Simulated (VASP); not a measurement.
```
NaF
1.0
    0.00000     2.37516     2.37516
    2.37516     0.00000     2.37516
    2.37516     2.37516     0.00000
Na F
1 1
Direct
  0.00000   0.00000   0.00000
  0.50000   0.50000   0.50000
```

Computed with PBE GGA, VASP's PBE PAW potentials (set 64) (plane waves; VASP). Settings: PREC = Normal, 500 eV cut-off, 4×4×4 Γ-centred mesh, Gaussian smearing of 0.010 eV, potentials Na_sv_GW F_GW_new.

Predict the energy per atom (σ→0), pressure, band gap (on the k-mesh) with the smallest direct gap where there is one.

```
Quantity                                              Value
-----------------------------------  ----------------------
band gap (on the k-mesh)                            5.94 eV
smallest direct gap (on the k-mesh)                 5.94 eV
energy per atom (σ→0)                -513.7 kJ/mol of atoms
pressure                                         -51.1 kbar
```

The compound is NaF in the rock salt structure. This cell is one point of a volume scan, at 1.08 of the reference volume. The k-mesh is coarse (spacing up to 0.57 per Å, 2π included), so the numbers may not be converged in it.
